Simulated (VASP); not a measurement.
# WF6 in VASP: further runs

Aim: see how the results for WF6 move with the level of theory and the settings. Levels: PBE+D3(BJ), PBE, RPBE. Tasks: relaxation of the atoms, single point.

All numbers are computed with VASP 6.6.1; they aren't measurements. Logs are shortened: lines on timing, memory, paths and dates and some standing lists are left out, and cuts for length are marked.

### 1 Starting point

The cell holds a molecule in a box, 7 atoms: a = 14.095 Å, b = 14.595 Å, c = 15.095 Å, α = 90.00°, β = 90.00°, γ = 90.00°.

### 2 Relaxation of the atoms, PBE+D3(BJ)

INCAR

```
  PREC = Accurate
  ENCUT = 400
  EDIFF = 1E-6
  ISMEAR = 0
  SIGMA = 0.01
  LREAL = F
  LASPH = T
  NELM = 60
  ALGO = Normal
  ISIF = 2
  LWAVE = F
  LCHARG = F
  GGA = PE
  IVDW = 12
  IBRION = 2
  NSW = 120
  EDIFFG = -0.03
  ISYM = 0
```

KPOINTS

```
regular mesh
0
Gamma
  1 1 1
```

POSCAR

```
WF6
1.0
   14.0953369171      0.0000000000      0.0000000000
    0.0000000000     14.5953369171      0.0000000000
    0.0000000000      0.0000000000     15.0953369171
W F
1 6
Selective dynamics
Direct
    0.5000000442      0.5034256827      0.4999998632  F F F
    0.5148331345      0.4028985589      0.4280466135  T T T
    0.4774642412      0.4276604266      0.5949066983  T T T
    0.5225349443      0.5791911418      0.4050932585  T T T
    0.4851677508      0.6039533874      0.5719531442  T T T
    0.3724635474      0.5051215971      0.4748621644  T T T
    0.6275363377      0.5017294672      0.5251382580  T T T
```

Potentials or basis: VASP PAW PBE potentials, release 64 (W_sv, F).

Started as:

```bash
cat potpaw_PBE.64/W_sv/POTCAR potpaw_PBE.64/F/POTCAR > POTCAR
mpirun -np 4 vasp_gam > vasp.out
```

OUTCAR:

```text
PREC = Accurate
   ENCUT = 400
   EDIFF = 1E-6
   ISMEAR = 0
   LREAL = F
   LASPH = T
   NELM = 60
   ISIF = 2
   GGA = PE
   IVDW = 12
   IBRION = 2
   NSW = 120
   EDIFFG = -0.03
   ISYM = 0
 IVDW          = 12

 ion  position               nearest neighbor table
   1  0.500  0.503  0.500-   2 1.84   4 1.84   7 1.84   6 1.84   3 1.84   5 1.84
   2  0.515  0.403  0.428-   1 1.84
   3  0.477  0.428  0.595-   1 1.84
   4  0.523  0.579  0.405-   1 1.84
   5  0.485  0.604  0.572-   1 1.84
   6  0.372  0.505  0.475-   1 1.84
   7  0.628  0.502  0.525-   1 1.84

IMPORTANT INFORMATION: All symmetrisations will be switched off!
NOSYMM: (Re-)initialisation of all symmetry stuff for point group C_1.

----------------------------------------------------------------------------------------

                                     Primitive cell

  volume of cell :    3105.5062

  direct lattice vectors                    reciprocal lattice vectors
    14.095336917  0.000000000  0.000000000     0.070945449  0.000000000  0.000000000
     0.000000000 14.595336917  0.000000000     0.000000000  0.068515034  0.000000000
     0.000000000  0.000000000 15.095336917     0.000000000  0.000000000  0.066245623

  length of vectors
    14.095336917 14.595336917 15.095336917     0.070945449  0.068515034  0.066245623

  position of ions in fractional coordinates (direct lattice)
     0.500000044  0.503425683  0.499999863
     0.514833135  0.402898559  0.428046614
     0.477464241  0.427660427  0.594906698
     0.522534944  0.579191142  0.405093259
     0.485167751  0.603953387  0.571953144
     0.372463547  0.505121597  0.474862164
     0.627536338  0.501729467  0.525138258

  ion indices of the primitive-cell ions
   primitive index   ion index
                 1           1
                 2           2
                 3           3
                 4           4
                 5           5
                 6           6
                 7           7

----------------------------------------------------------------------------------------

 KPOINTS: regular mesh

Automatic generation of k-mesh.
 Grid dimensions read from file:
 generate k-points for:    1    1    1

 Generating k-lattice:

  Cartesian coordinates                     Fractional coordinates (reciprocal lattice)
     0.070945449  0.000000000  0.000000000     1.000000000  0.000000000  0.000000000
     0.000000000  0.068515034  0.000000000     0.000000000  1.000000000  0.000000000
     0.000000000  0.000000000  0.066245623     0.000000000  0.000000000  1.000000000

  Length of vectors
     0.070945449  0.068515034  0.066245623

  Shift w.r.t. Gamma in fractional coordinates (k-lattice)
     0.000000000  0.000000000  0.000000000

 Subroutine IBZKPT returns following result:
 ===========================================

 Found      1 irreducible k-points:

 Following reciprocal coordinates:
            Coordinates               Weight
  0.000000  0.000000  0.000000      1.000000
   k-points           NKPTS =      1   k-points in BZ     NKDIM =      1   number of bands    NBANDS=     36
   number of dos      NEDOS =    301   number of ions     NIONS =      7
   total plane-waves  NPLWV = 903168
   dimension x,y,z NGX =    96 NGY =   96 NGZ =   98
   dimension x,y,z NGXF=   192 NGYF=  192 NGZF=  196
   ions per type =               1   6
   NGX,Y,Z   is equivalent  to a cutoff of  11.32, 10.93, 10.79 a.u.
   NGXF,Y,Z  is equivalent  to a cutoff of  22.65, 21.87, 21.59 a.u.
 SYSTEM =  unknown system
   PREC   = accura    normal or accurate (medium, high low for compatibility)
   ISTART =      0    job   : 0-new  1-cont  2-samecut
   ICHARG =      2    charge: 1-file 2-atom 10-const
   ISPIN  =      1    spin polarized calculation?
   LNONCOLLINEAR =      F non collinear calculations
   LSORBIT =      F    spin-orbit coupling
   LASPH  =      T    aspherical Exc in radial PAW
   ENCUT  =  400.0 eV  29.40 Ry    5.42 a.u.  22.99 23.80 24.62*2*pi/ulx,y,z
   NELM   =     60;   NELMIN=  2; NELMDL= -5     # of ELM steps
   EDIFF  = 0.1E-05   stopping-criterion for ELM
   LREAL  =      F    real-space projection
   EDIFFG = -.3E-01   stopping-criterion for IOM
   NSW    =    120    number of steps for IOM
   IBRION =      2    ionic relax: 0-MD 1-quasi-New 2-CG
   NFREE  =      1    steps in history (QN), initial steepest desc. (CG)
   ISIF   =      2    stress and relaxation
   ISYM   =      0    0-nonsym 1-usesym 2-fastsym
   POTIM  = 0.5000    time-step for ionic-motion
   TEBEG  =    0.0;   TEEND  =   0.0 temperature during run
   PSTRESS=    0.0 pullay stress
   NELECT =      56.0000    total number of electrons
   NUPDOWN=      -1.0000    fix difference up-down
   EMIN   =  10.00;   EMAX   =-10.00  energy-range for DOS
   EFERMI =   0.00;   METHOD = LEGACY
   ISMEAR =     0;   SIGMA  =   0.01  broadening in eV -4-tet -1-fermi 0-gaus
   EFERMI_NEDOS =   21; number of points for ismear=-14 and -15
   IALGO  =     38    algorithm
   IMIX   =      4    mixing-type and parameters
     AMIX     =   0.40;   BMIX     =  1.00
     AMIX_MAG =   1.60;   BMIX_MAG =  1.00
  volume/ion in A,a.u.               =     443.64      2993.86
  Fermi-wavevector in a.u.,A,eV,Ry     =   0.429299  0.811258  2.507523  0.184298
  Thomas-Fermi vector in A             =   1.397121
   LORBIT       =      0    0 simple, 1 ext, 2 COOP (PROOUT), +10 PAW based schemes
   GGA     = PE    functional components
   LHFCALC =     F    Hartree Fock is set to
   AEXX    =    0.0000 exact exchange contribution
   IVDW    =    12    specifies the selected vdW correction
   LEPSILON=     F    determine dielectric tensor
   LRPA    =     F    only Hartree local field effects (RPA)
 conjugate gradient relaxation of ions
 non-spin polarized calculation
 Gauss-broadening in eV      SIGMA  =   0.01
  energy-cutoff  :      400.00
  volume of cell :     3105.51
 maximum number of plane-waves:     28182
 NGX is ok and might be reduce to    90
   NGX = 45   NGY = 47   NGZ = 49

--------------------------------------- Ionic step        1  -------------------------------------------

 number of electron      56.0000063 magnetization

 Free energy of the ion-electron system (eV)
  ---------------------------------------------------
  ext. energy  EPLUGINS =         0.00000000
  ---------------------------------------------------
  free energy    TOTEN  =       -42.46745810 eV

  energy without entropy =      -42.46745810  energy(sigma->0) =      -42.46745810

------------------------ aborting loop because EDIFF is reached ----------------------------------------

 Edisp (eV)   -0.12925

 E8    (eV) :    -0.0469

  FORCE on cell =-STRESS in cart. coord.  units (eV):
  Direction    XX          YY          ZZ          XY          YZ          ZX
  --------------------------------------------------------------------------------------
  -------------------------------------------------------------------------------------
  Total      -3.24142    -3.13622    -3.07218    -0.00109     0.00030     0.00112
  in kB      -1.67230    -1.61802    -1.58498    -0.00056     0.00015     0.00058
  external pressure =       -1.63 kB  Pullay stress =        0.00 kB

 VOLUME and BASIS-vectors are now :
 -----------------------------------------------------------------------------
  energy-cutoff  :      400.00
  volume of cell :     3105.51
      direct lattice vectors                 reciprocal lattice vectors
    14.095336917  0.000000000  0.000000000     0.070945449  0.000000000  0.000000000
     0.000000000 14.595336917  0.000000000     0.000000000  0.068515034  0.000000000
     0.000000000  0.000000000 15.095336917     0.000000000  0.000000000  0.066245623
[... 46 lines left out ...]
 POSITION                                       TOTAL-FORCE (eV/Angst)
 -----------------------------------------------------------------------------------
      7.04767      7.34767      7.54767         0.000285     -0.000323      0.000231
      7.26280      5.83763      6.42985        -0.100732      0.704892      0.521612
      6.72064      6.20957      9.02215         0.152689      0.533473     -0.691845
      7.37467      8.48578      6.07320        -0.152386     -0.530534      0.691340
      6.83256      8.85774      8.66544         0.100319     -0.706244     -0.521727
      5.19759      7.37315      7.15714         0.860349     -0.011692      0.183681
      8.89775      7.32213      7.93821        -0.860524      0.010429     -0.183292
 -----------------------------------------------------------------------------------
    total drift:                               -0.000644      0.000274      0.000129

  FREE ENERGIE OF THE ION-ELECTRON SYSTEM (eV)
  ---------------------------------------------------
  free  energy   TOTEN  =       -42.6171577046 eV

  energy  without entropy=      -42.6171577046  energy(sigma->0) =      -42.61715770

--------------------------------------- Ionic step        3  -------------------------------------------

 number of electron      56.0000035 magnetization

 Free energy of the ion-electron system (eV)
  ---------------------------------------------------
  ext. energy  EPLUGINS =         0.00000000
  ---------------------------------------------------
  free energy    TOTEN  =       -42.55894069 eV

  energy without entropy =      -42.55894069  energy(sigma->0) =      -42.55894069

 E-fermi : -10.3814     XC(G=0):  -0.5557

 val. band max:      -10.4932935390   @ k =   0.0000   0.0000   0.0000
 cond. band min:      -5.3313491737   @ k =   0.0000   0.0000   0.0000
 fundamental gap:      5.1619443653
 Fermi energy:       -10.3814315041

 k-point     1 :       0.0000    0.0000    0.0000
  band No.  band energies     occupation
      1     -84.1077      2.00000
      2     -48.3101      2.00000
      3     -48.3100      2.00000
      4     -48.3099      2.00000
      5     -30.8486      2.00000
      6     -30.6517      2.00000
[... 54 lines left out ...]
 POSITION                                       TOTAL-FORCE (eV/Angst)
 -----------------------------------------------------------------------------------
      7.04767      7.34767      7.54767         0.000051      0.000172      0.000066
      7.25989      5.85821      6.44507        -0.000628     -0.001154      0.001224
      6.72515      6.22509      9.00204        -0.000990     -0.000168      0.001345
      7.37017      8.47025      6.09330         0.001315      0.000214     -0.001428
      6.83547      8.83715      8.65024         0.000333      0.000994     -0.000763
      5.22279      7.37280      7.16246        -0.000153      0.000564     -0.000169
      8.87256      7.32251      7.93289         0.000073     -0.000622     -0.000276
 -----------------------------------------------------------------------------------
    total drift:                                0.000262     -0.002780      0.001395

  FREE ENERGIE OF THE ION-ELECTRON SYSTEM (eV)
  ---------------------------------------------------
  free  energy   TOTEN  =       -42.6870712708 eV

  energy  without entropy=      -42.6870712708  energy(sigma->0) =      -42.68707127

 reached required accuracy - stopping structural energy minimisation
```

Run time: 5.3 min. Hardware: 4 MPI ranks of AMD EPYC 7R13 (Zen 3), shared host; peak memory 0.54 GiB.

What came out:

| Item | Value |
| --- | --- |
| Free energy | -42.6871 eV |
| Energy gained by relaxing | 12.9 meV/atom |
| Ionic steps | 3 |
| Gap between the frontier levels | 5.16 eV |
| Dispersion energy per atom | -0.018 eV |

Step by step:
```tsv
step	energy change (eV)	largest force (eV/Å)	pressure (GPa)
1	0.0000	1.1124	-0.16
2	-0.0205	0.8869	-0.55
3	-0.0904	0.0020	-0.37
```

Final structure:
```xyz
7
Lattice="14.0953 0.0000 0.0000 0.0000 14.5953 0.0000 0.0000 0.0000 15.0953" Properties=species:S:1:pos:R:3 pbc="T T T"
W     7.0477    7.3477    7.5477
F     7.2599    5.8582    6.4451
F     6.7252    6.2251    9.0020
F     7.3702    8.4703    6.0933
F     6.8355    8.8371    8.6502
F     5.2228    7.3728    7.1625
F     8.8726    7.3225    7.9329
```

Caveat: the cutoff is under 1.25 times the usual one of these potentials, so pressure, stress and relaxed cells hold a basis-set (Pulay) error; spin-orbit coupling is left out, which moves the levels of the heavy elements.

### 3 Single point, PBE

INCAR

```
SYSTEM = WF6
PREC     = Accurate       ! precision mode
ENCUT    = 400            ! plane-wave cutoff, eV
EDIFF    = 1E-6           ! SCF threshold, eV
ISMEAR   = 0              ! smearing method
SIGMA    = 0.01           ! smearing width, eV
LREAL    = .FALSE.        ! projectors in reciprocal space
LASPH    = .TRUE.         ! aspherical terms in the spheres
NELM     = 60             ! most SCF steps
ALGO     = Normal         ! electronic algorithm
ISIF     = 2              ! what is computed and relaxed
LWAVE    = .FALSE.        ! write WAVECAR
LCHARG   = .FALSE.        ! write CHGCAR
GGA      = PE             ! functional
NBANDS   = 37             ! bands
ISYM     = 0
```

KPOINTS

```
Automatic mesh
0
G
  1 1 1
  0 0 0
```

POSCAR

```
WF6                                     
1.0
   14.0953369171      0.0000000000      0.0000000000
    0.0000000000     14.5953369171      0.0000000000
    0.0000000000      0.0000000000     15.0953369171
  W               F             
     1     6
Selective dynamics
Direct
     0.5000000442000001    0.5034256826999979    0.4999998632000029   F   F   F
     0.5150560728488203    0.4013755555118381    0.4269575172545322   T   T   T
     0.4771187655093121    0.4265120637294305    0.5963458823635972   T   T   T
     0.5228798757921558    0.5803397946987505    0.4036545663843922   T   T   T
     0.4849451600595885    0.6054773335473166    0.5730408205105774   T   T   T
     0.3705328669153661    0.5051475482863921    0.4744817212931197   T   T   T
     0.6294674317065940    0.5017018223910849    0.5255191488215292   T   T   T
```

Potentials or basis: VASP PAW PBE potentials, release 64 (W_sv, F).

Started as:

```bash
cat potpaw_PBE.64/W_sv/POTCAR potpaw_PBE.64/F/POTCAR > POTCAR
mpirun -np 4 vasp_gam > vasp.out
```

OUTCAR:

```text
SYSTEM = WF6
   PREC = Accurate
   ENCUT = 400
   EDIFF = 1E-6
   ISMEAR = 0
   LREAL = .FALSE.
   LASPH = .TRUE.
   NELM = 60
   ISIF = 2
   GGA = PE
   ISYM = 0

 ion  position               nearest neighbor table
   1  0.500  0.503  0.500-   6 1.87   7 1.87   2 1.87   5 1.87   4 1.87   3 1.87
   2  0.515  0.401  0.427-   1 1.87
   3  0.477  0.427  0.596-   1 1.87
   4  0.523  0.580  0.404-   1 1.87
   5  0.485  0.605  0.573-   1 1.87
   6  0.371  0.505  0.474-   1 1.87
   7  0.629  0.502  0.526-   1 1.87

IMPORTANT INFORMATION: All symmetrisations will be switched off!
NOSYMM: (Re-)initialisation of all symmetry stuff for point group C_1.

----------------------------------------------------------------------------------------

                                     Primitive cell

  volume of cell :    3105.5062

  direct lattice vectors                    reciprocal lattice vectors
    14.095336917  0.000000000  0.000000000     0.070945449  0.000000000  0.000000000
     0.000000000 14.595336917  0.000000000     0.000000000  0.068515034  0.000000000
[... 125 lines left out ...]
 fundamental gap:      5.1619536833
 Fermi energy:       -10.3747474933

 k-point     1 :       0.0000    0.0000    0.0000
  band No.  band energies     occupation
      1     -84.1076      2.00000
      2     -48.3101      2.00000
      3     -48.3100      2.00000
      4     -48.3099      2.00000
      5     -30.8485      2.00000
      6     -30.6517      2.00000
[... 32 lines left out ...]
     39       0.7221      0.00000
     40       0.7892      0.00000

------------------------ aborting loop because EDIFF is reached ----------------------------------------

  FORCE on cell =-STRESS in cart. coord.  units (eV):
  Direction    XX          YY          ZZ          XY          YZ          ZX
  --------------------------------------------------------------------------------------
  -------------------------------------------------------------------------------------
  Total       -7.3262302     -7.2216018     -7.1579981     -0.0021178      0.0024505      0.0015948
  in kB       -3.7797123     -3.7257330     -3.6929189     -0.0010926      0.0012643      0.0008228
  external PRESSURE =      -3.7327880 kB  Pullay stress =       0.0000000 kB

 VOLUME and BASIS-vectors are now :
 -----------------------------------------------------------------------------
  energy-cutoff  :      400.00
  volume of cell :     3105.51
      direct lattice vectors                 reciprocal lattice vectors
    14.095336917  0.000000000  0.000000000     0.070945449  0.000000000  0.000000000
     0.000000000 14.595336917  0.000000000     0.000000000  0.068515034  0.000000000
     0.000000000  0.000000000 15.095336917     0.000000000  0.000000000  0.066245623

 POSITION                                       TOTAL-FORCE (eV/Angst)
 -----------------------------------------------------------------------------------
      7.04767      7.34767      7.54767         0.000058      0.000164      0.000058
      7.25989      5.85821      6.44507         0.000143     -0.006569     -0.002783
      6.72515      6.22509      9.00204        -0.002164     -0.004253      0.006634
      7.37017      8.47025      6.09330         0.002488      0.004296     -0.006714
      6.83547      8.83715      8.65024        -0.000440      0.006421      0.003252
      5.22279      7.37280      7.16246        -0.006789      0.000655     -0.001571
      8.87256      7.32251      7.93289         0.006703     -0.000713      0.001124
 -----------------------------------------------------------------------------------
    total drift:                                0.000257     -0.002773      0.001402

  FREE ENERGIE OF THE ION-ELECTRON SYSTEM (eV)
  ---------------------------------------------------
  free  energy   TOTEN  =       -42.5589406216 eV

  energy  without entropy=      -42.5589406216  energy(sigma->0) =      -42.55894062
```

stdout:

```text
POSCAR found type information on POSCAR W F
 POSCAR found :  2 types and       7 ions
 scaLAPACK will be used
 LDA part: xc-table for (Slater+PW92), standard interpolation
 -----------------------------------------------------------------------------
|                                                                             |
|           W    W    AA    RRRRR   N    N  II  N    N   GGGG   !!!           |
|           W    W   A  A   R    R  NN   N  II  NN   N  G    G  !!!           |
|           W    W  A    A  R    R  N N  N  II  N N  N  G       !!!           |
|           W WW W  AAAAAA  RRRRR   N  N N  II  N  N N  G  GGG   !            |
|           WW  WW  A    A  R   R   N   NN  II  N   NN  G    G                |
|           W    W  A    A  R    R  N    N  II  N    N   GGGG   !!!           |
|                                                                             |
|     The number of bands has been changed from the values supplied in        |
|     The orbitals not found in the WAVECAR file will be initialized with     |
|     random numbers, which is usually adequate. For correlated               |
|     calculations, however, you should redo the groundstate calculation.     |
|     I found NBANDS = 37. Now, NBANDS = 40.                                  |
|                                                                             |
 -----------------------------------------------------------------------------

 POSCAR, INCAR and KPOINTS ok, starting setup
 FFT: planning ... GRIDC
 FFT: planning ... GRID_SOFT
 FFT: planning ... GRID
 WAVECAR not read
 entering main loop
```

Wall time 85 s (4 MPI ranks of AMD EPYC 7R13 (Zen 3), shared host); peak memory 0.52 GiB.

Results:

- Free energy: -42.5589 eV
- Largest force: 0.008 eV/Å
- Gap between the frontier levels: 5.16 eV

Forces in eV/Å, atoms in the order of the input:
```
W    0.000  0.000  0.000
F    0.000 -0.007 -0.003
F   -0.002 -0.004  0.007
F    0.002  0.004 -0.007
F    0.000  0.006  0.003
F   -0.007  0.001 -0.002
F    0.007 -0.001  0.001
```

Levels at points of the mesh, in eV from the valence-band top:
```
           k point  band 26  band 27  band 28  band 29  band 30  band 31
(0.00, 0.00, 0.00)     0.00     0.00     0.00     5.16     5.16     5.16
```

Caveat: the cutoff is under 1.25 times the usual one of these potentials, so pressure, stress and relaxed cells hold a basis-set (Pulay) error; spin-orbit coupling is left out, which moves the levels of the heavy elements.

(Continued in part 2 of 2.)
